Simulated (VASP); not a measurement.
# Gap of Selenium, level by level, part 5 of 7

How does the gap of Selenium depend on the functional? The start is a cell from a database of measured crystal structures.

VASP 6.6.1, plane waves and PAW; the level of theory is named at each step.

So far, least gap on mesh and path (eV): step 2 (bands, level LDA, k 4×4×3) 0.913; step 7 (bands, level TPSS, k 4×4×3) 1.10; step 8 (bands, level AM05, k 4×4×3) 0.971; step 10 (bands, level HSE06, k 4×4×3) 1.78; step 11 (bands, level r2SCANh, k 4×4×3) 1.72.

## 12. Dielectric constant for the exchange share

This step: PBE; plane waves and PAW (Se) (VASP 6.6.1).

The share of exact exchange of the next level is the inverse of the dielectric constant, which this PBE response run supplies.

Contents of INCAR:

```
SYSTEM = Se
PREC = Accurate
ENCUT = 400
EDIFF = 1E-08
NELM = 100
ISMEAR = 0
SIGMA = 0.01
LREAL = .FALSE.
ALGO = Normal
GGA = PE
NBANDS = 15
LORBIT = 11
LWAVE = .FALSE.
LCHARG = .FALSE.
KPAR = 4
LEPSILON = .TRUE.
```

Contents of POSCAR:

```
Se
1.0
    4.3662000000      0.0000000000      0.0000000000
   -2.1831000000      3.7812401180      0.0000000000
    0.0000000000      0.0000000000      4.9536000000
Se
3
Direct
    0.2254000000      0.0000000000      0.3333333333
    0.0000000000      0.2254000000      0.6666666667
    0.7746000000      0.7746000000      0.0000000000
```

Contents of KPOINTS:

```
Automatic mesh
0
Gamma
6 6 5
0 0 0
```

PAW data sets: Se (PBE family, release 64).

The run is started by

```
$ mpirun -np 4 vasp_std
```

Numbers of over 12 decimals in the logs are rounded to 6 here.

Output:

```text
[... set-up lines as in an earlier step ...]
 entering main loop
       N       E                     dE             d eps       ncg     rms          rms(c)
DAV:   1     0.733719242471E+02    0.73372E+02   -0.61704E+03   810   0.803E+02
DAV:   2    -0.599309540827E+01   -0.79365E+02   -0.76072E+02  1113   0.149E+02
DAV:   3    -0.105168833526E+02   -0.45238E+01   -0.45089E+01   943   0.411E+01
DAV:   4    -0.105474569652E+02   -0.30574E-01   -0.30569E-01  1097   0.407E+00
DAV:   5    -0.105476933740E+02   -0.23641E-03   -0.23640E-03   992   0.344E-01    0.704E+00
DAV:   6    -0.104773072233E+02    0.70386E-01   -0.40571E-02   985   0.130E+00    0.433E+00
DAV:   7    -0.104541605774E+02    0.23147E-01   -0.79455E-02   971   0.180E+00    0.209E-01
DAV:   8    -0.104534809562E+02    0.67962E-03   -0.92557E-03   936   0.614E-01    0.112E-01
DAV:   9    -0.104536081740E+02   -0.12722E-03   -0.33551E-04  1139   0.120E-01    0.333E-02
DAV:  10    -0.104536496574E+02   -0.41483E-04   -0.51616E-05   971   0.497E-02    0.748E-03
DAV:  11    -0.104536533546E+02   -0.36972E-05   -0.81259E-06  1111   0.176E-02    0.393E-03
DAV:  12    -0.104536531919E+02    0.16267E-06   -0.17103E-06  1062   0.858E-03    0.200E-03
DAV:  13    -0.104536532089E+02   -0.16935E-07   -0.26427E-07  1104   0.301E-03    0.510E-04
DAV:  14    -0.104536532143E+02   -0.54545E-08   -0.23398E-08   982   0.973E-04
   1 F= -.10453653E+02 E0= -.10453653E+02  d E =-.445489E-63
 Linear response reoptimize wavefunctions to high precision
DAV:   1    -0.104536532323E+02   -0.17974E-07   -0.15092E-09   889   0.247E-04
DAV:   2    -0.104536532323E+02   -0.15007E-10   -0.95312E-11   608   0.715E-05
 Linear response G [H, r] |phi>, progress :
  Direction:   1
       N       E                     dE             d eps       ncg     rms
RMM:   1    -0.822529806920E+02   -0.82253E+02    0.15420E+02  2075   0.749E+01
RMM:   2    -0.752914087121E+02    0.69616E+01   -0.10923E+01  1383   0.198E+01
RMM:   3    -0.754263974806E+02   -0.13499E+00   -0.18510E-01  1417   0.218E+00
RMM:   4    -0.754277649004E+02   -0.13674E-02   -0.55182E-03  1458   0.361E-01
RMM:   5    -0.754277902680E+02   -0.25368E-04   -0.18894E-04  1450   0.549E-02
RMM:   6    -0.754277889524E+02    0.13156E-05   -0.24769E-05  1486   0.108E-02
RMM:   7    -0.754277884755E+02    0.47693E-06   -0.12988E-05  1456   0.242E-03
RMM:   8    -0.754277883770E+02    0.98492E-07   -0.90261E-06  1355   0.107E-03
RMM:   9    -0.754277883156E+02    0.61397E-07    0.10276E-06  1122   0.816E-04
RMM:  10    -0.754277883490E+02   -0.33396E-07    0.19076E-05  1001   0.783E-04
RMM:  11    -0.754277880630E+02    0.28606E-06    0.71548E-06   937   0.777E-04
RMM:  12    -0.754277879423E+02    0.12070E-06    0.19211E-05   851   0.777E-04
 Linear response G [H, r] |phi>, progress :
  Direction:   2
       N       E                     dE             d eps       ncg     rms
RMM:   1    -0.801877971625E+02   -0.80188E+02    0.16219E+02  2064   0.744E+01
RMM:   2    -0.743563772872E+02    0.58314E+01   -0.10484E+01  1375   0.198E+01
RMM:   3    -0.744843882385E+02   -0.12801E+00   -0.17887E-01  1419   0.219E+00
RMM:   4    -0.744858255136E+02   -0.14373E-02   -0.49742E-03  1453   0.355E-01
RMM:   5    -0.744858645696E+02   -0.39056E-04   -0.13582E-04  1456   0.543E-02
RMM:   6    -0.744858659843E+02   -0.14147E-05   -0.18230E-06  1471   0.103E-02
RMM:   7    -0.744858660359E+02   -0.51576E-07    0.23156E-06  1452   0.213E-03
RMM:   8    -0.744858660466E+02   -0.10741E-07   -0.28320E-06  1342   0.799E-04
RMM:   9    -0.744858660859E+02   -0.39304E-07    0.11951E-05  1117   0.558E-04
RMM:  10    -0.744858660172E+02    0.68689E-07    0.50178E-06   969   0.524E-04
RMM:  11    -0.744858659630E+02    0.54209E-07   -0.74121E-06   913   0.522E-04
RMM:  12    -0.744858660518E+02   -0.88727E-07   -0.10212E-05   830   0.522E-04
 Linear response G [H, r] |phi>, progress :
  Direction:   3
       N       E                     dE             d eps       ncg     rms
RMM:   1    -0.975487343266E+02   -0.97549E+02   -0.79784E+01  2064   0.711E+01
RMM:   2    -0.742330641710E+02    0.23316E+02   -0.13460E+01  1352   0.210E+01
RMM:   3    -0.742918194727E+02   -0.58755E-01   -0.25604E-01  1379   0.240E+00
RMM:   4    -0.742923792652E+02   -0.55979E-03   -0.65050E-03  1438   0.401E-01
RMM:   5    -0.742923863762E+02   -0.71110E-05   -0.21499E-04  1437   0.612E-02
RMM:   6    -0.742923841533E+02    0.22229E-05   -0.14625E-05  1463   0.116E-02
RMM:   7    -0.742923831712E+02    0.98203E-06    0.18455E-06  1443   0.218E-03
RMM:   8    -0.742923830686E+02    0.10268E-06    0.25531E-06  1361   0.669E-04
RMM:   9    -0.742923831155E+02   -0.46988E-07    0.80226E-06  1127   0.386E-04
RMM:  10    -0.742923830483E+02    0.67247E-07    0.58327E-06   924   0.353E-04
RMM:  11    -0.742923830119E+02    0.36372E-07    0.42280E-05   839   0.353E-04
RMM:  12    -0.742923831205E+02   -0.10853E-06    0.40739E-05   754   0.351E-04
 Linear response to external field (no local field effect), progress :
  Direction:   1
       N       E                     dE             d eps       ncg     rms          rms(c)
RMM:   1    -0.195609695566E+01   -0.19561E+01   -0.10937E+01  1804   0.505E+00
RMM:   2    -0.212713785164E+01   -0.17104E+00   -0.47892E-02  1381   0.112E+00
RMM:   3    -0.212796922869E+01   -0.83138E-03   -0.10687E-03  1359   0.121E-01
RMM:   4    -0.212799161148E+01   -0.22383E-04   -0.26502E-05  1422   0.201E-02
RMM:   5    -0.212799202809E+01   -0.41660E-06   -0.13361E-06  1401   0.296E-03
RMM:   6    -0.212799201393E+01    0.14157E-07   -0.16297E-07  1298   0.542E-04
RMM:   7    -0.212799200958E+01    0.43477E-08   -0.87755E-08   981   0.142E-04
 change of polarisation eV/A/(eV/A) component  1 :     4.256    -0.067     0.154
 dielectric tensor                  component  1 :    10.417    -0.149     0.341
 Linear response to external field (no local field effect), progress :
  Direction:   2
       N       E                     dE             d eps       ncg     rms          rms(c)
RMM:   1    -0.211343075495E+01   -0.21134E+01   -0.12692E+01  1787   0.497E+00
RMM:   2    -0.233202946198E+01   -0.21860E+00   -0.55552E-02  1374   0.112E+00
RMM:   3    -0.233317820620E+01   -0.11487E-02   -0.13789E-03  1367   0.125E-01
RMM:   4    -0.233321165860E+01   -0.33452E-04   -0.37315E-05  1430   0.209E-02
RMM:   5    -0.233321235718E+01   -0.69858E-06   -0.22243E-06  1394   0.314E-03
RMM:   6    -0.233321232760E+01    0.29588E-07   -0.26299E-07  1284   0.561E-04
RMM:   7    -0.233321231135E+01    0.16249E-07   -0.41066E-08   978   0.131E-04
RMM:   8    -0.233321230789E+01    0.34588E-08    0.17821E-08   830   0.730E-05
 change of polarisation eV/A/(eV/A) component  2 :    -0.061     4.666    -1.604
 dielectric tensor                  component  2 :    -0.134    11.325    -3.549
 Linear response to external field (no local field effect), progress :
  Direction:   3
       N       E                     dE             d eps       ncg     rms          rms(c)
RMM:   1    -0.303255102901E+01   -0.30326E+01   -0.19382E+01  1752   0.587E+00
RMM:   2    -0.323239204223E+01   -0.19984E+00   -0.90102E-02  1377   0.131E+00
RMM:   3    -0.323458403737E+01   -0.21920E-02   -0.21352E-03  1348   0.157E-01
RMM:   4    -0.323462973525E+01   -0.45698E-04   -0.57130E-05  1417   0.248E-02
RMM:   5    -0.323463081126E+01   -0.10760E-05   -0.16537E-06  1394   0.373E-03
RMM:   6    -0.323463087229E+01   -0.61034E-07   -0.14584E-08  1288   0.632E-04
RMM:   7    -0.323463087743E+01   -0.51395E-08    0.28823E-08   941   0.133E-04
 change of polarisation eV/A/(eV/A) component  3 :     0.152    -1.607     6.469
 dielectric tensor                  component  3 :     0.336    -3.556    15.314
 Linear response to external field, progress :
  Direction:   1
       N       E                     dE             d eps       ncg     rms          rms(c)
RMM:   1    -0.203412768072E+01   -0.20341E+01   -0.11808E+01  3660   0.502E+00
RMM:   2    -0.222961221013E+01   -0.19548E+00   -0.50230E-02  2808   0.110E+00    0.321E+00
RMM:   3    -0.196207125181E+01    0.26754E+00   -0.41175E-01  2814   0.257E+00    0.139E+00
RMM:   4    -0.198206049358E+01   -0.19989E-01   -0.25315E-02  2876   0.778E-01    0.725E-01
RMM:   5    -0.203161112211E+01   -0.49551E-01   -0.11952E-02  2805   0.587E-01    0.153E-01
RMM:   6    -0.205124928186E+01   -0.19638E-01   -0.14175E-04  2853   0.169E-01    0.354E-02
RMM:   7    -0.205284735641E+01   -0.15981E-02    0.52918E-05  2935   0.406E-02    0.131E-02
RMM:   8    -0.205408238412E+01   -0.12350E-02    0.32144E-05  2745   0.215E-02    0.201E-03
RMM:   9    -0.205425122192E+01   -0.16884E-03    0.39680E-07  3026   0.397E-03    0.105E-03
RMM:  10    -0.205429640714E+01   -0.45185E-04    0.51558E-06  2948   0.165E-03    0.279E-04
RMM:  11    -0.205429633644E+01    0.70697E-07    0.63892E-07  2996   0.543E-04    0.673E-05
RMM:  12    -0.205429961287E+01   -0.32764E-05    0.26368E-07  2580   0.138E-04    0.273E-05
RMM:  13    -0.205429917969E+01    0.43318E-06   -0.38058E-07  1992   0.972E-05    0.470E-06
 change of polarisation eV/A/(eV/A) component  1 :     3.847    -0.270     0.231
 dielectric tensor                  component  1 :     9.512    -0.598     0.510
 Linear response to external field, progress :
  Direction:   2
       N       E                     dE             d eps       ncg     rms          rms(c)
RMM:   1    -0.203424037500E+01   -0.20342E+01   -0.11809E+01  6111   0.501E+00
RMM:   2    -0.222962129605E+01   -0.19538E+00   -0.50663E-02  4684   0.111E+00    0.321E+00
RMM:   3    -0.196190568309E+01    0.26772E+00   -0.40984E-01  4710   0.257E+00    0.139E+00
RMM:   4    -0.198203126624E+01   -0.20126E-01   -0.25161E-02  4806   0.779E-01    0.725E-01
RMM:   5    -0.203161050646E+01   -0.49579E-01   -0.12055E-02  4711   0.587E-01    0.153E-01
RMM:   6    -0.205125892472E+01   -0.19648E-01   -0.45863E-04  4771   0.169E-01    0.354E-02
RMM:   7    -0.205282883867E+01   -0.15699E-02   -0.22660E-05  4917   0.405E-02    0.131E-02
RMM:   8    -0.205405514737E+01   -0.12263E-02    0.56761E-06  4587   0.215E-02    0.201E-03
RMM:   9    -0.205422159496E+01   -0.16645E-03    0.71491E-08  5085   0.397E-03    0.105E-03
RMM:  10    -0.205426686392E+01   -0.45269E-04   -0.10632E-06  4919   0.164E-03    0.277E-04
RMM:  11    -0.205426678651E+01    0.77411E-07   -0.12104E-07  5026   0.542E-04    0.664E-05
RMM:  12    -0.205426997397E+01   -0.31875E-05    0.49470E-07  4310   0.137E-04    0.275E-05
RMM:  13    -0.205426959053E+01    0.38344E-06   -0.52864E-08  3338   0.943E-05    0.458E-06
 change of polarisation eV/A/(eV/A) component  2 :     0.001     3.847     0.000
 dielectric tensor                  component  2 :     0.002     9.512     0.000
 Linear response to external field, progress :
  Direction:   3
       N       E                     dE             d eps       ncg     rms          rms(c)
RMM:   1    -0.303253198337E+01   -0.30325E+01   -0.19382E+01  2332   0.587E+00
RMM:   2    -0.323238726040E+01   -0.19986E+00   -0.90032E-02  1831   0.131E+00    0.297E+00
RMM:   3    -0.308063898993E+01    0.15175E+00   -0.13369E-01  1836   0.186E+00    0.148E+00
RMM:   4    -0.315847411043E+01   -0.77835E-01   -0.95069E-02  1834   0.165E+00    0.257E-01
RMM:   5    -0.319445313561E+01   -0.35979E-01   -0.31504E-03  1856   0.367E-01    0.499E-02
RMM:   6    -0.319586417130E+01   -0.14110E-02   -0.47411E-05  1843   0.431E-02    0.332E-02
RMM:   7    -0.319890063765E+01   -0.30365E-02   -0.46415E-05  1835   0.475E-02    0.333E-03
RMM:   8    -0.319905618825E+01   -0.15555E-03    0.32914E-07  1952   0.506E-03    0.185E-03
RMM:   9    -0.319911748121E+01   -0.61293E-04    0.14855E-07  1823   0.355E-03    0.293E-04
RMM:  10    -0.319911145293E+01    0.60283E-05   -0.25592E-07  1993   0.586E-04    0.128E-04
RMM:  11    -0.319911369723E+01   -0.22443E-05   -0.47132E-07  1746   0.282E-04    0.270E-05
RMM:  12    -0.319911238041E+01    0.13168E-05   -0.60867E-07  1406   0.767E-05    0.141E-05
RMM:  13    -0.319911161824E+01    0.76217E-06    0.61350E-08   869   0.531E-05    0.323E-06
 change of polarisation eV/A/(eV/A) component  3 :     0.068    -0.703     5.986
 dielectric tensor                  component  3 :     0.150    -1.556    14.245
 Born effective charges drift removed
```

Elapsed: 33 s, on 4 MPI ranks of Intel Xeon 6975P-C (Granite Rapids), shared host; peak memory 1.1 GiB.

OUTCAR, selected parts (step 12):

```text
   k-points           NKPTS =     27   k-points in BZ     NKDIM =     27   number of bands    NBANDS=     15

   NELECT =      18.0000    total number of electrons

  Total        1.1582648      1.1582648      2.0987360      0.0000000      0.0000000      0.0000000
  in kB       22.6913135     22.6913135     41.1158797      0.0000000      0.0000000      0.0000000
  external PRESSURE =      28.8328356 kB  Pullay stress =       0.0000000 kB

 POSITION                                       TOTAL-FORCE (eV/Angst)
 -----------------------------------------------------------------------------------
      0.98414      0.00000      1.65120         0.436731     -0.000000      0.000000
     -0.49207      0.85229      3.30240        -0.218366      0.378220     -0.000000
      1.69103      2.92895      0.00000        -0.218366     -0.378220     -0.000000
 -----------------------------------------------------------------------------------
    total drift:                               -0.000000     -0.000001      0.000000

 MACROSCOPIC STATIC DIELECTRIC TENSOR (including local field effects in DFT)
 ------------------------------------------------------
           9.512157     0.000000     0.000000
           0.000000     9.512157     0.000000
           0.000000     0.000000    14.245163
 ------------------------------------------------------

 PIEZOELECTRIC TENSOR (including local field effects)  for field in x, y, z        (C/m^2)
          XX          YY          ZZ          XY          YZ          ZX
  --------------------------------------------------------------------------------
  x    -0.33981     0.33981    -0.00000     0.00000     0.02011     0.00000
  y     0.00000     0.00000     0.00000     0.33981     0.00000    -0.02012
  z     0.00000     0.00000     0.00000     0.00000     0.00000     0.00000

 BORN EFFECTIVE CHARGES (including local field effects) (in |e|, cummulative output)
 ---------------------------------------------------------------------------------
 ion    1
    1     0.84321     0.00000     0.00000
    2     0.00000    -0.84321     0.43228
    3     0.00000     0.81907    -0.00000
 ion    2
    1    -0.42160    -0.73024    -0.37437
    2    -0.73024     0.42160    -0.21614
    3    -0.70934    -0.40954    -0.00000
 ion    3
    1    -0.42160     0.73024     0.37437
    2     0.73024     0.42160    -0.21614
    3     0.70934    -0.40954    -0.00000

[... 7 parts as in an earlier step ...]

[... 3 further parts left out ...]
```

Energies printed during the response cycles are not total energies of the cell. The dielectric response converges more slowly with the mesh than energies do, so tensor and charges may still move on a finer one.

Numbers from this step:

* irreducible k-points: 27
* Fermi energy: 2.696 eV
* pressure: 2.883 GPa
* valence top at k: -0.1667, 0.5, 0.4
* conduction bottom at k: 0, 0, 0.4
* least direct gap at k: 0.3333, 0.3333, 0.4
* gap on the k-mesh: 1.297 eV
* least direct gap on the k-mesh: 1.495 eV

Electronic dielectric tensor with local fields:

```
 9.51  0.00  0.00
 0.00  9.51  0.00
 0.00  0.00 14.25
```

Born effective charge (e), principal values of the symmetric part by kind of site:

```tsv
atom	atoms with these values	low	middle	high	mean
Se1	3	-1.1761	0.3329	0.8432	0.0000
```

In full for Se1:

```
 0.8432  0.0000  0.0000
 0.0000 -0.8432  0.4323
 0.0000  0.8191  0.0000
```

Piezoelectric tensor with clamped ions (C/m²), by row:

```tsv
field	xx	yy	zz	xy	yz	zx
x	-0.3398	0.3398	0	0	0.02011	0
y	0	0	0	0.3398	0	-0.02012
z	0	0	0	0	0	0
```

Force by atom:

```tsv
atom	x (eV/Å)	y (eV/Å)	z (eV/Å)	size
Se1	0.437	0.000	0.000	0.437
Se2	-0.218	0.378	0.000	0.437
Se3	-0.218	-0.378	0.000	0.437
```

The Born charges sum to zero; the printed set may have that rule imposed, so this is no test.

(Continued in part 6 of 7.)

[Lines on the potential files, build, host, timing and source positions are cut from VASP's logs without a mark.]

[Logs are printed without paths, hosts, clocks, repeated set-up lines and the standing remarks that a program may print on its own settings, such as how far it seeks lower states.]

[Hosts, paths, dates, database ids (printed as entryN), source tags and the programs' standing remarks are cut or masked in the printed files.]

[Measured values are set beside computed ones only where the two were judged alike; some that the calculation misses by far are left out.]
